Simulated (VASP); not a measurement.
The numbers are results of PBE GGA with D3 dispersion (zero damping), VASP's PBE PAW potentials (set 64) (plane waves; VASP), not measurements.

A VASP calculation is set up with these files.

### KPOINTS
```
Automatic mesh
0
Gamma
12 12 12
0 0 0
```

**POSCAR**
```
BN
1
    0.0000000000     1.7896860186     1.7896860186
    1.7896860186     0.0000000000     1.7896860186
    1.7896860186     1.7896860186     0.0000000000
B N
1 1
Direct
  0.0000000000   0.0000000000   0.0000000000
  0.2500000000   0.2500000000   0.2500000000
```

### INCAR
```
SYSTEM = BN
PREC = Accurate; ENCUT = 520; LREAL = .FALSE.
LASPH = .TRUE.
EDIFF = 1E-7; NELM = 100; ALGO = Normal
ISMEAR = 0; SIGMA = 0.05
GGA = PE; IVDW = 11
ISIF = 2
LWAVE = .FALSE.; LCHARG = .FALSE.
```

POTCAR, in this order: B N (PBE.64 set). Program: vasp_std.

What VASP printed:

File OUTCAR:
```
 ion  position               nearest neighbor table
   1  0.000  0.000  0.000-   2 1.55   2 1.55   2 1.55   2 1.55
   2  0.250  0.250  0.250-   1 1.55   1 1.55   1 1.55   1 1.55
  LATTYP: Found a face centered cubic cell.
 ALAT       =     3.5793720372
 Subroutine PRICEL returns:
 Original cell was already a primitive cell.
 Subroutine GETGRP returns: Found 24 space group operations
The static configuration has the point symmetry T_d .
The dynamic configuration has the point symmetry T_d .
 Subroutine INISYM returns: Found 24 space group operations
 Subroutine IBZKPT returns following result:
 Found     72 irreducible k-points:

 Following reciprocal coordinates:
            Coordinates               Weight
  0.000000  0.000000  0.000000      1.000000
  0.083333  0.000000  0.000000      8.000000
  0.166667  0.000000  0.000000      8.000000
  0.250000  0.000000  0.000000      8.000000
  0.333333  0.000000  0.000000      8.000000
  0.416667  0.000000  0.000000      8.000000
  0.500000  0.000000  0.000000      4.000000
  0.083333  0.083333  0.000000      6.000000
  0.166667  0.083333  0.000000     24.000000
  0.250000  0.083333  0.000000     24.000000
  0.333333  0.083333  0.000000     24.000000
  0.416667  0.083333  0.000000     24.000000
  0.500000  0.083333  0.000000     24.000000
 -0.416667  0.083333  0.000000     24.000000
 -0.333333  0.083333  0.000000     24.000000
 -0.250000  0.083333  0.000000     24.000000
 -0.166667  0.083333  0.000000     24.000000
 -0.083333  0.083333  0.000000     12.000000
  0.166667  0.166667  0.000000      6.000000
  0.250000  0.166667  0.000000     24.000000
  0.333333  0.166667  0.000000     24.000000
  0.416667  0.166667  0.000000     24.000000
  0.500000  0.166667  0.000000     24.000000
 -0.416667  0.166667  0.000000     24.000000
...
```

**OSZICAR**
```
       N       E                     dE             d eps       ncg     rms          rms(c)
DAV:   1     0.844649107307E+01    0.84465E+01   -0.52828E+03  1216   0.100E+03
DAV:   2    -0.182620149060E+02   -0.26709E+02   -0.26048E+02  1632   0.175E+02
DAV:   3    -0.184419661675E+02   -0.17995E+00   -0.17995E+00  1320   0.178E+01
DAV:   4    -0.184421109336E+02   -0.14477E-03   -0.14477E-03  1576   0.449E-01
DAV:   5    -0.184421109647E+02   -0.31147E-07   -0.31147E-07  1240   0.494E-03    0.688E+00
DAV:   6    -0.175279648275E+02    0.91415E+00   -0.33952E+00  1464   0.137E+01    0.340E+00
DAV:   7    -0.174445629719E+02    0.83402E-01   -0.11164E-01  1504   0.322E+00    0.195E+00
DAV:   8    -0.174290516002E+02    0.15511E-01   -0.43151E-02  1360   0.192E+00    0.210E-01
DAV:   9    -0.174292854105E+02   -0.23381E-03   -0.52405E-04  1232   0.258E-01    0.785E-02
DAV:  10    -0.174293559887E+02   -0.70578E-04   -0.13313E-04  1648   0.117E-01    0.158E-02
DAV:  11    -0.174293603674E+02   -0.43787E-05   -0.64051E-06  1304   0.256E-02    0.632E-03
DAV:  12    -0.174293604037E+02   -0.36307E-07   -0.10745E-06  1432   0.886E-03    0.434E-04
DAV:  13    -0.174293604262E+02   -0.22475E-07   -0.23425E-08   576   0.172E-03
   1 F= -.17711608E+02 E0= -.17711608E+02  d E =-.748860E-11
```

### OUTCAR
```
------------------------ aborting loop because EDIFF is reached ----------------------------------------
 Edisp (eV)   -0.28225
  FORCE on cell =-STRESS in cart. coord.  units (eV):
  Direction    XX          YY          ZZ          XY          YZ          ZX
  --------------------------------------------------------------------------------------
  Total       0.87365     0.87365     0.87365    -0.00000     0.00000    -0.00000
  in kB     122.09199   122.09199   122.09199    -0.00000     0.00000    -0.00000
  external pressure =      122.09 kB  Pullay stress =        0.00 kB
  volume of cell :       11.46
      direct lattice vectors                 reciprocal lattice vectors
     0.000000000  1.789686019  1.789686019    -0.279378614  0.279378614  0.279378614
     1.789686019  0.000000000  1.789686019     0.279378614 -0.279378614  0.279378614
     1.789686019  1.789686019  0.000000000     0.279378614  0.279378614 -0.279378614
  FREE ENERGIE OF THE ION-ELECTRON SYSTEM (eV)
  ---------------------------------------------------
  free  energy   TOTEN  =       -17.7116081153 eV

  energy  without entropy=      -17.7116081153  energy(sigma->0) =      -17.71160812
```
(Selected blocks of OUTCAR.)

The compound is BN in the zinc blende structure. This cell is one point of a volume scan, at 0.97 of the reference volume.
